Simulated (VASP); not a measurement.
# LaCuTe2 (R-3m) in VASP: further runs

Aim: see how the results for LaCuTe2 move with the level of theory and the settings. Levels: r2SCAN, PBE. Tasks: single point.

All numbers are computed with VASP 6.6.1; they aren't measurements. Logs are shortened: lines on timing, memory, paths and dates and some standing lists are left out, and cuts for length are marked.

## (1) The cell of the first run

It takes space group R-3m (No. 166, trigonal). The conventional cell has a = 4.744 Å, b = 4.744 Å, c = 20.249 Å, α = 90.00°, β = 90.00°, γ = 120.00°. Cu (site symmetry -3m) is surrounded by 6 Te at 3.14 Å. La (site symmetry -3m) is surrounded by 6 Te at 3.30 Å. Te (site symmetry 3m) is surrounded by 3 Cu at 3.14 Å and 3 La at 3.30 Å.

The cell was built by a generator and needn't be a form met in nature.

## (2) Single point, r2SCAN (biaxial_xy strain +6.0%)

The input, POSCAR:

```
LaCuTe2
1.0
    2.3719208760      1.3694291563      6.7495388525
   -2.3719208760      1.3694291563      6.7495388525
    0.0000000000     -2.7388583125      6.7495388525
Cu La Te
1 1 2
Direct
    1.0000000000      0.0000000000      0.0000000000
    0.5000000000      0.5000000000      0.5000000000
    0.2575498395      0.2575498395      0.2575498395
    0.7424501605      0.7424501605      0.7424501605
```

The input, INCAR.step1:

```
PREC = Accurate
ENCUT = 520
ISMEAR = 0
SIGMA = 0.01
LREAL = False
LASPH = True
NELM = 100
NBANDS = 25
GGA = PE
ALGO = Normal
EDIFF = 1E-4
LWAVE = True
LCHARG = False
```

The input, INCAR.step2:

```
PREC = Accurate
ENCUT = 520
EDIFF = 1E-7
ISMEAR = 0
SIGMA = 0.01
LREAL = False
LASPH = True
NELM = 100
ALGO = Normal
ISIF = 2
LWAVE = False
LCHARG = False
METAGGA = R2SCAN
LMIXTAU = True
NBANDS = 25
ISTART = 1
```

The input, KPOINTS:

```
regular mesh
0
Gamma
  6 6 6
```

Potentials or basis: VASP PAW PBE potentials, release 64 (Cu, La, Te).

Launch:

```bash
$ cat potpaw_PBE.64/Cu/POTCAR potpaw_PBE.64/La/POTCAR potpaw_PBE.64/Te/POTCAR > POTCAR
$ cp INCAR.step1 INCAR
$ mpirun -np 1 vasp_std > vasp.out
$ cp INCAR.step2 INCAR
$ mpirun -np 1 vasp_std > vasp.out
```

OUTCAR:

```text
PREC = Accurate
   ENCUT = 520
   EDIFF = 1E-7
   ISMEAR = 0
   LREAL = False
   LASPH = True
   NELM = 100
   ISIF = 2
   METAGGA = R2SCAN
   ISTART = 1

 ion  position               nearest neighbor table
   1  0.000  0.000  0.000-   4 3.14   4 3.14   3 3.14   3 3.14   4 3.14   3 3.14
   2  0.500  0.500  0.500-   3 3.30   3 3.30   4 3.30   4 3.30   3 3.30   4 3.30
   3  0.258  0.258  0.258-   1 3.14   1 3.14   1 3.14   2 3.30   2 3.30   2 3.30
   4  0.742  0.742  0.742-   1 3.14   1 3.14   1 3.14   2 3.30   2 3.30   2 3.30

  LATTYP: Found a trigonal (rhomboedric) cell.
 ALAT       =     7.2840661431
 COS(alpha) =     0.7879283433

  Lattice vectors:

 A1 = (   2.3719208760,   1.3694291563,   6.7495388525)
 A2 = (  -2.3719208760,   1.3694291563,   6.7495388525)
 A3 = (   0.0000000000,  -2.7388583125,   6.7495388525)

Analysis of symmetry for initial positions (statically):
=====================================================================
 Subroutine PRICEL returns:
 Original cell was already a primitive cell.

 Routine SETGRP: Setting up the symmetry group for a
 trigonal (rhombohedral) supercell.

 Subroutine GETGRP returns: Found 12 space group operations
 (whereof 12 operations were pure point group operations)
 out of a pool of 12 trial point group operations.

The static configuration has the point symmetry D_3d.

Analysis of symmetry for dynamics (positions and initial velocities):
=====================================================================
 Subroutine PRICEL returns:
 Original cell was already a primitive cell.

 Routine SETGRP: Setting up the symmetry group for a
 trigonal (rhombohedral) supercell.

 Subroutine GETGRP returns: Found 12 space group operations
 (whereof 12 operations were pure point group operations)
 out of a pool of 12 trial point group operations.

The dynamic configuration has the point symmetry D_3d.

 Subroutine INISYM returns: Found 12 space group operations
 (whereof 12 operations are pure point group operations),
 and found     1 'primitive' translations

----------------------------------------------------------------------------------------

                                     Primitive cell

  volume of cell :     131.5422

  direct lattice vectors                    reciprocal lattice vectors
[... 88 lines left out ...]
   LASPH  =      T    aspherical Exc in radial PAW
   ENCUT  =  520.0 eV  38.22 Ry    6.18 a.u.  13.54 13.54 13.54*2*pi/ulx,y,z
   NELM   =    100;   NELMIN=  2; NELMDL=  0     # of ELM steps
   EDIFF  = 0.1E-06   stopping-criterion for ELM
   LREAL  =      F    real-space projection
   EDIFFG = 0.1E-05   stopping-criterion for IOM
   NSW    =      0    number of steps for IOM
   IBRION =     -1    ionic relax: 0-MD 1-quasi-New 2-CG
   NFREE  =      0    steps in history (QN), initial steepest desc. (CG)
   ISIF   =      2    stress and relaxation
   ISYM   =      2    0-nonsym 1-usesym 2-fastsym
   POTIM  = 0.5000    time-step for ionic-motion
   TEBEG  =    0.0;   TEEND  =   0.0 temperature during run
   PSTRESS=    0.0 pullay stress
   NELECT =      34.0000    total number of electrons
   NUPDOWN=      -1.0000    fix difference up-down
   EMIN   =  10.00;   EMAX   =-10.00  energy-range for DOS
   EFERMI =   0.00;   METHOD = LEGACY
   ISMEAR =     0;   SIGMA  =   0.01  broadening in eV -4-tet -1-fermi 0-gaus
   EFERMI_NEDOS =   21; number of points for ismear=-14 and -15
   IALGO  =     38    algorithm
   IMIX   =      4    mixing-type and parameters
     AMIX     =   0.40;   BMIX     =  1.00
     AMIX_MAG =   1.60;   BMIX_MAG =  1.00
  volume/ion in A,a.u.               =      32.89       221.92
  Fermi-wavevector in a.u.,A,eV,Ry     =   1.042828  1.970660 14.796208  1.087491
  Thomas-Fermi vector in A             =   2.177511
   LORBIT       =      0    0 simple, 1 ext, 2 COOP (PROOUT), +10 PAW based schemes
   METAGGA = R2SCAN    functional components
   LHFCALC =     F    Hartree Fock is set to
   AEXX    =    0.0000 exact exchange contribution
   IVDW    =     0    specifies the selected vdW correction
   LEPSILON=     F    determine dielectric tensor
   LRPA    =     F    only Hartree local field effects (RPA)
 non-spin polarized calculation
 Gauss-broadening in eV      SIGMA  =   0.01
  energy-cutoff  :      520.00
  volume of cell :      131.54
 maximum number of plane-waves:      3555
   NGX = 27   NGY = 27   NGZ = 27

 number of electron      34.0000005 magnetization

 Free energy of the ion-electron system (eV)
  ---------------------------------------------------
  ext. energy  EPLUGINS =         0.00000000
  ---------------------------------------------------
  free energy    TOTEN  =       -94.94165002 eV

  energy without entropy =      -94.94165002  energy(sigma->0) =      -94.94165002

 E-fermi :   5.0801     XC(G=0):  -9.4850

 val. band max:        4.9646718548   @ k =   0.1667   0.1667   0.0000
 cond. band min:       6.3401682341   @ k =   0.5000   0.5000   0.0000
 fundamental gap:      1.3754963793
 Fermi energy:         5.0800774105

 k-point     1 :       0.0000    0.0000    0.0000
  band No.  band energies     occupation
      1     -29.1278      2.00000
      2     -12.4744      2.00000
      3     -12.2953      2.00000
      4     -12.2953      2.00000
      5      -6.1707      2.00000
      6      -5.0746      2.00000
[... 661 lines left out ...]
     24       7.3645      0.00000
     25       7.4140      0.00000

 [... further k-points ...]

------------------------ aborting loop because EDIFF is reached ----------------------------------------

  FORCE on cell =-STRESS in cart. coord.  units (eV):
  Direction    XX          YY          ZZ          XY          YZ          ZX
  --------------------------------------------------------------------------------------
  -------------------------------------------------------------------------------------
  Total       -4.2863487     -4.2863487     -2.5114378      0.0000000     -0.0000000      0.0000000
  in kB      -52.2075078    -52.2075078    -30.5891844      0.0000000     -0.0000000      0.0000000
  external PRESSURE =     -45.0014000 kB  Pullay stress =       0.0000000 kB

 VOLUME and BASIS-vectors are now :
 -----------------------------------------------------------------------------
  energy-cutoff  :      520.00
  volume of cell :      131.54
      direct lattice vectors                 reciprocal lattice vectors
     2.371920876  1.369429156  6.749538852     0.210799612  0.121705213  0.049386090
    -2.371920876  1.369429156  6.749538852    -0.210799612  0.121705213  0.049386090
     0.000000000 -2.738858313  6.749538852     0.000000000 -0.243410425  0.049386090

 POSITION                                       TOTAL-FORCE (eV/Angst)
 -----------------------------------------------------------------------------------
      0.00000      0.00000      0.00000         0.000000     -0.000000     -0.000000
      0.00000      0.00000     10.12431         0.000000     -0.000000     -0.000000
      0.00000      0.00000      5.21503         0.000000     -0.000000     -0.006514
      0.00000      0.00000     15.03359         0.000000      0.000000      0.006514
 -----------------------------------------------------------------------------------
    total drift:                               -0.000000      0.000000      0.000000

  FREE ENERGIE OF THE ION-ELECTRON SYSTEM (eV)
  ---------------------------------------------------
  free  energy   TOTEN  =       -94.9416500219 eV

  energy  without entropy=      -94.9416500219  energy(sigma->0) =      -94.94165002
```

OUTCAR.step1:

```text
PREC = Accurate
   ENCUT = 520
   ISMEAR = 0
   LREAL = False
   LASPH = True
[... 901 lines left out ...]
      0.00000      0.00000      0.00000        -0.000000     -0.000000     -0.000000
      0.00000      0.00000     10.12431         0.000000     -0.000000     -0.000000
      0.00000      0.00000      5.21503        -0.000000      0.000000      0.034918
      0.00000      0.00000     15.03359        -0.000000     -0.000000     -0.034918
 -----------------------------------------------------------------------------------
    total drift:                                0.000000     -0.000000      0.000000

  FREE ENERGIE OF THE ION-ELECTRON SYSTEM (eV)
  ---------------------------------------------------
  free  energy   TOTEN  =       -17.8095869899 eV

  energy  without entropy=      -17.8095869899  energy(sigma->0) =      -17.80958699
```

Wall time 18 min (1 thread of Intel Xeon Platinum 8488C (Sapphire Rapids), shared host); peak memory 0.51 GiB.

Results:

```
Free energy            : -94.9417 eV
Pressure               : -4.5 GPa
Largest force          : 0.007 eV/Å
Band gap on the k mesh : 1.38 eV, indirect (least direct gap 1.75 eV)
```

Forces in eV/Å, atoms in the order of the input:
```
Cu   0.000  0.000  0.000
La   0.000  0.000  0.000
Te   0.000  0.000 -0.007
Te   0.000  0.000  0.007
```

Stress tensor (GPa, compression positive):
```
-5.22  0.00  0.00
 0.00 -5.22  0.00
 0.00  0.00 -3.06
```

Levels at points of the mesh, in eV from the valence-band top:
| k point | band 15 | band 16 | band 17 | band 18 | band 19 | band 20 |
| --- | --- | --- | --- | --- | --- | --- |
| (0.00, 0.00, 0.00) | -0.76 | -0.76 | -0.13 | 1.83 | 2.14 | 2.19 |
| (0.50, 0.00, 0.00) | -1.10 | -0.35 | -0.18 | 1.96 | 2.12 | 2.22 |
| (0.50, 0.50, 0.00) | -1.06 | -0.61 | -0.37 | 1.38 | 1.86 | 2.13 |
| (0.50, 0.50, 0.50) | -1.08 | -0.10 | -0.10 | 1.97 | 2.09 | 2.09 |

Caveat: the PAW data sets were made with another functional, which shifts forces and pressure a little; spin-orbit coupling is left out, which moves the levels of the heavy elements.

## (3) Single point, PBE (biaxial_xy strain +6.0%)

The input, INCAR:

```
SYSTEM = LaCuTe2
PREC = Accurate
ENCUT = 520
EDIFF = 1E-6
ISMEAR = -1
SIGMA = 0.02
LREAL = .False.
LASPH = .True.
NELM = 100
ALGO = Normal
ISIF = 2
LWAVE = .False.
LCHARG = .False.
GGA = PE
NBANDS = 25
```

The input, KPOINTS:

```
regular mesh
0
Gamma
  6 6 6
  0 0 0
```

POSCAR is that of step 2.

Potentials or basis: VASP PAW PBE potentials, release 64 (Cu, La, Te).

Launch:

```bash
$ cat potpaw_PBE.64/Cu/POTCAR potpaw_PBE.64/La/POTCAR potpaw_PBE.64/Te/POTCAR > POTCAR
$ mpirun -np 1 vasp_std > vasp.out
```

OUTCAR:

```text
SYSTEM = LaCuTe2
   PREC = Accurate
   ENCUT = 520
   EDIFF = 1E-6
   ISMEAR = -1
   LREAL = .False.
   LASPH = .True.
   NELM = 100
   ISIF = 2
   GGA = PE

 ion  position               nearest neighbor table
   1  0.000  0.000  0.000-   4 3.14   4 3.14   3 3.14   3 3.14   4 3.14   3 3.14
   2  0.500  0.500  0.500-   3 3.30   3 3.30   4 3.30   4 3.30   3 3.30   4 3.30
   3  0.258  0.258  0.258-   1 3.14   1 3.14   1 3.14   2 3.30   2 3.30   2 3.30
   4  0.742  0.742  0.742-   1 3.14   1 3.14   1 3.14   2 3.30   2 3.30   2 3.30

  LATTYP: Found a trigonal (rhomboedric) cell.
 ALAT       =     7.2840661431
 COS(alpha) =     0.7879283433
[... 871 lines left out ...]
  -------------------------------------------------------------------------------------
  Total       -4.0019852     -4.0019852     -2.6073014     -0.0000000     -0.0000000      0.0000000
  in kB      -48.7439746    -48.7439746    -31.7567978     -0.0000000     -0.0000000      0.0000000
  external PRESSURE =     -43.0815823 kB  Pullay stress =       0.0000000 kB

 VOLUME and BASIS-vectors are now :
 -----------------------------------------------------------------------------
  energy-cutoff  :      520.00
  volume of cell :      131.54
      direct lattice vectors                 reciprocal lattice vectors
     2.371920876  1.369429156  6.749538852     0.210799612  0.121705213  0.049386090
    -2.371920876  1.369429156  6.749538852    -0.210799612  0.121705213  0.049386090
     0.000000000 -2.738858313  6.749538852     0.000000000 -0.243410425  0.049386090

 POSITION                                       TOTAL-FORCE (eV/Angst)
 -----------------------------------------------------------------------------------
      0.00000      0.00000      0.00000         0.000000      0.000000      0.000000
      0.00000      0.00000     10.12431        -0.000000      0.000000      0.000000
      0.00000      0.00000      5.21503         0.000000      0.000000      0.034372
      0.00000      0.00000     15.03359         0.000000     -0.000000     -0.034372
 -----------------------------------------------------------------------------------
    total drift:                                0.000000     -0.000000      0.000000

  FREE ENERGIE OF THE ION-ELECTRON SYSTEM (eV)
  ---------------------------------------------------
  free  energy   TOTEN  =       -17.8095901178 eV

  energy  without entropy=      -17.8095901178  energy(sigma->0) =      -17.80959012
```

OSZICAR:

```text
N       E                     dE             d eps       ncg     rms          rms(c)
DAV:   1     0.274641966844E+03    0.27464E+03   -0.12980E+04  1600   0.158E+03
DAV:   2     0.267309958167E+02   -0.24791E+03   -0.23106E+03  1874   0.280E+02
DAV:   3    -0.152292494397E+02   -0.41960E+02   -0.39226E+02  2396   0.129E+02
DAV:   4    -0.184108470910E+02   -0.31816E+01   -0.30977E+01  2767   0.342E+01
DAV:   5    -0.186340221722E+02   -0.22318E+00   -0.21544E+00  2812   0.820E+00    0.972E+00
DAV:   6    -0.202928587260E+02   -0.16588E+01   -0.46853E+01  2648   0.108E+02    0.970E+00
DAV:   7    -0.180688885694E+02    0.22240E+01   -0.97719E+00  2252   0.392E+01    0.441E+00
DAV:   8    -0.177686974647E+02    0.30019E+00   -0.17786E+00  2727   0.258E+01    0.253E+00
DAV:   9    -0.178556497814E+02   -0.86952E-01   -0.10536E+00  2894   0.150E+01    0.157E+00
DAV:  10    -0.178068996116E+02    0.48750E-01   -0.33003E-01  2838   0.958E+00    0.721E-01
DAV:  11    -0.178097746679E+02   -0.28751E-02   -0.19997E-02  2535   0.110E+00    0.568E-01
DAV:  12    -0.178110156893E+02   -0.12410E-02   -0.32293E-03  3078   0.436E-01    0.462E-01
DAV:  13    -0.178096888832E+02    0.13268E-02   -0.37407E-03  2846   0.122E+00    0.133E-01
DAV:  14    -0.178095798945E+02    0.10899E-03   -0.15005E-03  2958   0.492E-01    0.773E-02
DAV:  15    -0.178095895439E+02   -0.96494E-05   -0.96715E-05  2127   0.497E-02    0.812E-02
DAV:  16    -0.178095901178E+02   -0.57388E-06   -0.67365E-06  2607   0.142E-02
   1 F= -.17809590E+02 E0= -.17809590E+02  d E =-.324136E-12
```

stdout:

```text
POSCAR found type information on POSCAR CuLaTe
 POSCAR found :  3 types and       4 ions
 scaLAPACK will be used
 LDA part: xc-table for (Slater+PW92), standard interpolation
 POSCAR, INCAR and KPOINTS ok, starting setup
 FFT: planning ... GRIDC
 FFT: planning ... GRID_SOFT
 FFT: planning ... GRID
 WAVECAR not read
 entering main loop
```

Wall time 3.4 min (1 thread of Intel Xeon Platinum 8488C (Sapphire Rapids), shared host); peak memory 0.48 GiB.

Results:

```
Free energy            : -17.8096 eV
Pressure               : -4.3 GPa
Largest force          : 0.034 eV/Å
Band gap on the k mesh : 1.13 eV, indirect (least direct gap 1.38 eV)
```

Forces in eV/Å, atoms in the order of the input:
```
Cu   0.000  0.000  0.000
La   0.000  0.000  0.000
Te   0.000  0.000  0.034
Te   0.000  0.000 -0.034
```

Caveat: spin-orbit coupling is left out, which moves the levels of the heavy elements. A k mesh can miss the band edges.
